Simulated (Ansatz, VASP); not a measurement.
**SnTe: VASP beside Ansatz**

One calculation is typed for both programs; each brings its own data sets. How far apart do they land? The cell is taken from a series of runs on this material, whose earlier steps may have relaxed, scaled, displaced or heated it; both programs get it as it stands.

Calculated with Ansatz 0.2.0; plane waves, with VASP 6.6.1 beside it; zone-centre phonons at PBEsol.

### 1. The structure

It takes space group Immm (No. 71, orthorhombic). Conventional cell: a = 4.369 Å, b = 4.580 Å, c = 6.287 Å, α = 90.00°, β = 90.00°, γ = 90.00°. Sn has 6 Te at 3.14 to 3.16 Å nearest. Nearest to Te lie 6 Sn at 3.14 to 3.16 Å. Farther neighbours and most contacts between anions are not listed.

### 2. VASP: zone-centre phonons, PBEsol

Second derivatives magnify differences that forces hide, and they need a tight electronic threshold.

Lines of VASP's logs that name or quote its potential files are left out, and so is its time.

File INCAR:

```
SYSTEM = SnTe
PREC = Accurate
ENCUT = 500
EDIFF = 1E-08
NELM = 120
ISMEAR = 0
SIGMA = 0.01
LREAL = .FALSE.
ALGO = Normal
GGA = PS
NBANDS = 16
LORBIT = 11
LWAVE = .FALSE.
LCHARG = .FALSE.
ISIF = 2
IBRION = 8
LASPH = .TRUE.
GGA_COMPAT = .FALSE.
KPAR = 2
```

File POSCAR:

```
SnTe
1.0
    0.0746097447      3.1638452375      3.1435049608
    3.1638452375      0.0746097447      3.1435049608
    3.2384549821      3.2384549821     -0.0000000001
Sn Te
1 1
Direct
    0.0000000000      0.0000000000      0.0000000000
    0.5000000000      0.5000000000      0.5000000000
```

File KPOINTS:

```
Automatic mesh
0
Gamma
12 12 12
0 0 0
```

The projector-augmented-wave data sets are Sn_d and Te (PBE family, release 64).

Command:

```sh
$ mpirun -np 2 vasp_std
```

Numbers of over 12 decimals in the logs are rounded to 6 here.

Output:

```text
[banner, memory and clock lines left out]
running    2 mpi-ranks, on    1 nodes
 distrk:  each k-point on    1 cores,    2 groups
 distr:  one band on    1 cores,    1 groups

 POSCAR found type information on POSCAR SnTe
 POSCAR found :  2 types and       2 ions
|                                                                             |
|               ----> ADVICE to this user running VASP <----                  |
|                                                                             |
|     You enforced a specific xc type in the INCAR file but a different       |
|     [... a line on the potential file left out ...]
|     I HOPE YOU KNOW WHAT YOU ARE DOING!                                     |
|                                                                             |

 LDA part: xc-table for (Slater+PW92), standard interpolation
 POSCAR, INCAR and KPOINTS ok, starting setup
 FFT: planning ... GRIDC
 FFT: planning ... GRID_SOFT
 FFT: planning ... GRID
 WAVECAR not read
 entering main loop
       N       E                     dE             d eps       ncg     rms          rms(c)
DAV:   1     0.122008786053E+03    0.12201E+03   -0.94162E+03  9064   0.140E+03
DAV:   2     0.179560128965E+01   -0.12021E+03   -0.11757E+03  9920   0.350E+02
DAV:   3    -0.811249772269E+01   -0.99081E+01   -0.98639E+01 11176   0.875E+01
DAV:   4    -0.837750992648E+01   -0.26501E+00   -0.26497E+00 10904   0.157E+01
DAV:   5    -0.838912070375E+01   -0.11611E-01   -0.11611E-01 13288   0.300E+00    0.460E+00
DAV:   6    -0.833276704413E+01    0.56354E-01   -0.12915E-01 12848   0.284E+00    0.287E+00
DAV:   7    -0.833057274370E+01    0.21943E-02   -0.45799E-02 11760   0.132E+00    0.731E-01
DAV:   8    -0.833007111982E+01    0.50162E-03   -0.67233E-03 11384   0.716E-01    0.144E-01
DAV:   9    -0.833012824695E+01   -0.57127E-04   -0.56239E-04 12608   0.219E-01    0.326E-02
DAV:  10    -0.833011207828E+01    0.16169E-04   -0.64909E-05 11712   0.744E-02    0.195E-02
DAV:  11    -0.833011166646E+01    0.41181E-06   -0.28048E-05 12224   0.439E-02    0.238E-02
DAV:  12    -0.833011150259E+01    0.16387E-06   -0.20535E-06 11176   0.108E-02    0.121E-02
DAV:  13    -0.833011138105E+01    0.12154E-06   -0.95435E-08 12232   0.210E-03    0.764E-03
DAV:  14    -0.833011132759E+01    0.53466E-07   -0.17440E-07 12016   0.493E-03    0.215E-03
DAV:  15    -0.833011127980E+01    0.47791E-07   -0.21717E-08  9928   0.666E-04    0.732E-04
DAV:  16    -0.833011128875E+01   -0.89522E-08   -0.60576E-10  5880   0.186E-04
   1 F= -.83301113E+01 E0= -.83301113E+01  d E =-.780674E-13
 Linear response reoptimize wavefunctions to high precision
DAV:   1    -0.833011130989E+01   -0.21146E-07   -0.26064E-10  6848   0.191E-04
DAV:   2    -0.833011130989E+01    0.00000E+00   -0.37472E-11  5688   0.485E-05
 Linear response DOF=           4
 Linear response progress:
  Degree of freedom:   1/  4
       N       E                     dE             d eps       ncg     rms          rms(c)
RMM:   1    -0.215457287244E+00   -0.21546E+00    0.29037E-01 18398   0.104E+01
RMM:   2    -0.220624593005E+00   -0.51673E-02   -0.12033E-02 27145   0.868E-01    0.782E-02
RMM:   3    -0.220455718689E+00    0.16887E-03   -0.94936E-04 30061   0.246E-01    0.420E-02
RMM:   4    -0.220155032795E+00    0.30069E-03   -0.85793E-05 29996   0.740E-02    0.871E-03
RMM:   5    -0.220141093647E+00    0.13939E-04   -0.81095E-06 31063   0.229E-02    0.376E-03
RMM:   6    -0.220145862127E+00   -0.47685E-05   -0.12341E-06 30506   0.773E-03    0.133E-03
RMM:   7    -0.220145836884E+00    0.25243E-07   -0.29016E-07 31269   0.301E-03    0.737E-04
RMM:   8    -0.220142801166E+00    0.30357E-05    0.22204E-07 30221   0.132E-03    0.101E-04
RMM:   9    -0.220143072006E+00   -0.27084E-06    0.36187E-07 31967   0.590E-04    0.244E-04
RMM:  10    -0.220142875838E+00    0.19617E-06    0.40562E-07 31805   0.282E-04    0.195E-04
RMM:  11    -0.220142914020E+00   -0.38181E-07    0.40542E-07 33364   0.143E-04    0.285E-04
RMM:  12    -0.220142565187E+00    0.34883E-06    0.20209E-07 30081   0.102E-04    0.124E-04
RMM:  13    -0.220142448920E+00    0.11627E-06    0.92775E-08 31791   0.557E-05    0.511E-05
RMM:  14    -0.220142413203E+00    0.35717E-07    0.42109E-08 32473   0.316E-05    0.361E-05
RMM:  15    -0.220142326887E+00    0.86316E-07    0.21070E-08 29757   0.250E-05    0.453E-06
RMM:  16    -0.220142303335E+00    0.23552E-07    0.82867E-09 31535   0.187E-05    0.326E-06
RMM:  17    -0.220142302946E+00    0.38931E-09    0.23331E-09 23046   0.148E-05    0.290E-06
 first order change of Fermi-energy  -0.19448E-02
 force on displaced ion       1 direction 1 :  -0.083   0.237  -0.000
 Linear response progress:
  Degree of freedom:   2/  4
       N       E                     dE             d eps       ncg     rms          rms(c)
RMM:   1    -0.215613463285E+00   -0.21561E+00    0.28468E-01 10852   0.103E+01
RMM:   2    -0.220721790455E+00   -0.51083E-02   -0.12066E-02 15862   0.865E-01    0.820E-02
RMM:   3    -0.220533688744E+00    0.18810E-03   -0.94183E-04 17513   0.244E-01    0.443E-02
RMM:   4    -0.220215603649E+00    0.31809E-03   -0.89529E-05 17531   0.748E-02    0.843E-03
RMM:   5    -0.220206313942E+00    0.92897E-05   -0.81060E-06 18058   0.227E-02    0.376E-03
RMM:   6    -0.220211681810E+00   -0.53679E-05   -0.13405E-06 17715   0.787E-03    0.132E-03
RMM:   7    -0.220211143709E+00    0.53810E-06   -0.33677E-07 18274   0.306E-03    0.787E-04
RMM:   8    -0.220208367026E+00    0.27767E-05    0.15186E-07 17741   0.134E-03    0.131E-04
RMM:   9    -0.220208368537E+00   -0.15104E-08    0.23803E-07 18706   0.601E-04    0.252E-04
RMM:  10    -0.220208160349E+00    0.20819E-06    0.39464E-07 18513   0.292E-04    0.198E-04
RMM:  11    -0.220208182413E+00   -0.22064E-07    0.39670E-07 19599   0.148E-04    0.270E-04
RMM:  12    -0.220207926441E+00    0.25597E-06    0.20819E-07 17706   0.975E-05    0.148E-04
RMM:  13    -0.220207802346E+00    0.12409E-06    0.77963E-08 18298   0.570E-05    0.648E-05
RMM:  14    -0.220207756685E+00    0.45662E-07    0.34880E-08 18965   0.337E-05    0.424E-05
RMM:  15    -0.220207674870E+00    0.81815E-07    0.19232E-08 17402   0.265E-05    0.719E-06
RMM:  16    -0.220207656028E+00    0.18843E-07    0.62230E-09 18101   0.199E-05    0.665E-07
RMM:  17    -0.220207652999E+00    0.30281E-08    0.32444E-09 12994   0.164E-05    0.876E-07
 first order change of Fermi-energy  -0.14129E-02
 force on displaced ion       1 direction 3 :  -0.000  -0.000  -0.247
 Linear response progress:
  Degree of freedom:   3/  4
       N       E                     dE             d eps       ncg     rms          rms(c)
RMM:   1    -0.469441405158E-01   -0.46944E-01    0.67193E-02 33026   0.854E-01
RMM:   2    -0.475111554016E-01   -0.56701E-03   -0.19562E-03 28751   0.212E-01    0.613E-02
RMM:   3    -0.476860934891E-01   -0.17494E-03   -0.16285E-04 29220   0.620E-02    0.464E-02
RMM:   4    -0.479452790516E-01   -0.25919E-03   -0.23275E-05 28864   0.310E-02    0.626E-03
RMM:   5    -0.479600311134E-01   -0.14752E-04   -0.10151E-06 29760   0.736E-03    0.310E-03
RMM:   6    -0.479586612829E-01    0.13698E-05   -0.99117E-08 28939   0.218E-03    0.691E-04
RMM:   7    -0.479577185219E-01    0.94276E-06   -0.21775E-08 29670   0.497E-04    0.137E-04
RMM:   8    -0.479576565711E-01    0.61951E-07   -0.40894E-08 28934   0.166E-04    0.283E-05
RMM:   9    -0.479575928346E-01    0.63736E-07    0.27220E-07 31309   0.548E-05    0.167E-05
RMM:  10    -0.479576525501E-01   -0.59716E-07    0.25339E-07 32324   0.168E-05    0.320E-06
RMM:  11    -0.479576294029E-01    0.23147E-07    0.43559E-08 29453   0.878E-06    0.954E-07
RMM:  12    -0.479576316385E-01   -0.22357E-08   -0.99707E-09 22128   0.540E-06    0.537E-07
 first order change of Fermi-energy   0.13466E-02
 force on displaced ion       2 direction 1 :  -0.100   0.258  -0.000
 Linear response progress:
  Degree of freedom:   4/  4
       N       E                     dE             d eps       ncg     rms          rms(c)
RMM:   1    -0.469816809933E-01   -0.46982E-01    0.68166E-02 19202   0.862E-01
RMM:   2    -0.475563158133E-01   -0.57463E-03   -0.19691E-03 16861   0.214E-01    0.643E-02
RMM:   3    -0.477336291182E-01   -0.17731E-03   -0.16155E-04 17083   0.623E-02    0.483E-02
RMM:   4    -0.480008850889E-01   -0.26726E-03   -0.24042E-05 16870   0.316E-02    0.619E-03
RMM:   5    -0.480132518958E-01   -0.12367E-04   -0.11072E-06 17430   0.757E-03    0.314E-03
RMM:   6    -0.480119478855E-01    0.13040E-05   -0.12618E-07 16898   0.220E-03    0.702E-04
RMM:   7    -0.480111499097E-01    0.79798E-06   -0.40185E-08 17331   0.501E-04    0.141E-04
RMM:   8    -0.480110608122E-01    0.89097E-07   -0.98379E-08 16946   0.167E-04    0.285E-05
RMM:   9    -0.480109988860E-01    0.61926E-07    0.24829E-07 18319   0.563E-05    0.177E-05
RMM:  10    -0.480110576822E-01   -0.58796E-07    0.20779E-07 18844   0.177E-05    0.326E-06
RMM:  11    -0.480110360198E-01    0.21662E-07    0.67719E-08 17271   0.945E-06    0.104E-06
RMM:  12    -0.480110371902E-01   -0.11704E-08   -0.16897E-08 12906   0.627E-06    0.538E-07
 first order change of Fermi-energy  -0.18404E-02
 force on displaced ion       2 direction 3 :  -0.000  -0.000  -0.252
 Linear response finished
```

Parts of OUTCAR (step 2):

```text
ion  position               nearest neighbor table
   1  0.000  0.000  0.000-   2 3.14   2 3.14   2 3.16   2 3.16   2 3.16   2 3.16
   2  0.500  0.500  0.500-   1 3.14   1 3.14   1 3.16   1 3.16   1 3.16   1 3.16

  LATTYP: Found a body centered orthorhombic cell.
 ALAT       =     4.3688387313
 B/A-ratio  =     1.0483030477
 C/A-ratio  =     1.4390574495

 Subroutine GETGRP returns: Found  8 space group operations
 (whereof  8 operations were pure point group operations)

The static configuration has the point symmetry D_2h.

 Found    280 irreducible k-points:

   k-points           NKPTS =    280   k-points in BZ     NKDIM =    280   number of bands    NBANDS=     16

   dimension x,y,z NGX =    36 NGY =   36 NGZ =   36
   dimension x,y,z NGXF=    72 NGYF=   72 NGZF=   72

   ENCUT  =  500.0 eV  36.75 Ry    6.06 a.u.   8.13  8.13  8.35*2*pi/ulx,y,z

   NELECT =      20.0000    total number of electrons

 k-points in reciprocal lattice and weights: Automatic mesh
   0.00000000  0.00000000  0.00000000       0.001
   0.08333333 -0.00000000 -0.00000000       0.002
   0.16666667 -0.00000000 -0.00000000       0.002
   0.25000000 -0.00000000 -0.00000000       0.002
   0.33333333  0.00000000 -0.00000000       0.002
   0.41666667  0.00000000  0.00000000       0.002
   0.50000000 -0.00000000 -0.00000000       0.001
   0.08333333  0.08333333  0.00000000       0.001
   0.16666667  0.08333333 -0.00000000       0.002
[...]
0.25000000  0.25000000  0.50000000       0.001
  -0.25000000  0.25000000  0.50000000       0.001

 average (electrostatic) potential at core
       1-100.4780       2 -87.7494

  Total       -0.3096176     -0.3096176      0.0027386     -0.3107126      0.0000000      0.0000000
  in kB       -7.8868430     -7.8868430      0.0697588     -7.9147359      0.0000000      0.0000000
  external PRESSURE =      -5.2346424 kB  Pullay stress =       0.0000000 kB

  energy-cutoff  :      500.00
  volume of cell :       62.90
      direct lattice vectors                 reciprocal lattice vectors
     0.074609745  3.163845237  3.143504961    -0.161852342  0.161852342  0.159058123
     3.163845237  0.074609745  3.143504961     0.161852342 -0.161852342  0.159058123
     3.238454982  3.238454982 -0.000000000     0.154394612  0.154394612 -0.159058123

 POSITION                                       TOTAL-FORCE (eV/Angst)
 -----------------------------------------------------------------------------------
      0.00000      0.00000      0.00000         0.000000      0.000000     -0.000000
      3.23845      3.23845      3.14350        -0.000000      0.000000      0.000000
 -----------------------------------------------------------------------------------
    total drift:                               -0.000000      0.000000      0.000000

 Eigenvectors and eigenvalues of the dynamical matrix
 ----------------------------------------------------

   1 f  =    1.159814 THz     7.287329 2PiTHz   38.687243 cm-1     4.796605 meV
             X         Y         Z           dx          dy          dz
      0.000000  0.000000  0.000000    -0.495175    0.495175   -0.000000
      3.238455  3.238455  3.143505     0.504779   -0.504779    0.000000

   2 f  =    0.995547 THz     6.255205 2PiTHz   33.207867 cm-1     4.117249 meV
             X         Y         Z           dx          dy          dz
      0.000000  0.000000  0.000000     0.000000    0.000000    0.715626
      3.238455  3.238455  3.143505    -0.000000   -0.000000   -0.698484

   3 f  =    0.004368 THz     0.027444 2PiTHz    0.145698 cm-1     0.018064 meV
             X         Y         Z           dx          dy          dz
      0.000000  0.000000  0.000000    -0.493709   -0.493709    0.000000
      3.238455  3.238455  3.143505    -0.506213   -0.506213    0.000000

   4 f/i=    0.005903 THz     0.037089 2PiTHz    0.196899 cm-1     0.024412 meV
             X         Y         Z           dx          dy          dz
      0.000000  0.000000  0.000000    -0.000000   -0.000000   -0.698484
      3.238455  3.238455  3.143505    -0.000000   -0.000000   -0.715626

   5 f/i=    0.032082 THz     0.201574 2PiTHz    1.070125 cm-1     0.132679 meV
             X         Y         Z           dx          dy          dz
      0.000000  0.000000  0.000000     0.504779   -0.504779   -0.000000
      3.238455  3.238455  3.143505     0.495175   -0.495175   -0.000000

   6 f/i=    0.787622 THz     4.948777 2PiTHz   26.272252 cm-1     3.257343 meV
             X         Y         Z           dx          dy          dz
      0.000000  0.000000  0.000000     0.506213    0.506213   -0.000000
      3.238455  3.238455  3.143505    -0.493709   -0.493709    0.000000

 ELASTIC MODULI CONTR FROM IONIC RELAXATION (kBar)
 Direction    XX          YY          ZZ          XY          YZ          ZX
 --------------------------------------------------------------------------------
 XX           0.0000      0.0000      0.0000      0.0000      0.0000      0.0000
 YY           0.0000      0.0000      0.0000      0.0000      0.0000      0.0000
 ZZ           0.0000      0.0000      0.0000      0.0000      0.0000      0.0000
 XY           0.0000      0.0000      0.0000      0.0000      0.0000      0.0000
 YZ           0.0000      0.0000      0.0000      0.0000      0.0000      0.0000
 ZX           0.0000      0.0000      0.0000      0.0000      0.0000      0.0000
 --------------------------------------------------------------------------------
```

[end of part 1 of 2]

[Lines on the potential files, build, host, timing and source positions are cut from VASP's logs without a mark.]

[Logs are printed without paths, hosts, clocks, repeated set-up lines and the standing remarks that a program may print on its own settings, such as how far it seeks lower states.]

[Hosts, paths, dates, database ids (printed as entryN), source tags and the programs' standing remarks are cut or masked in the printed files.]
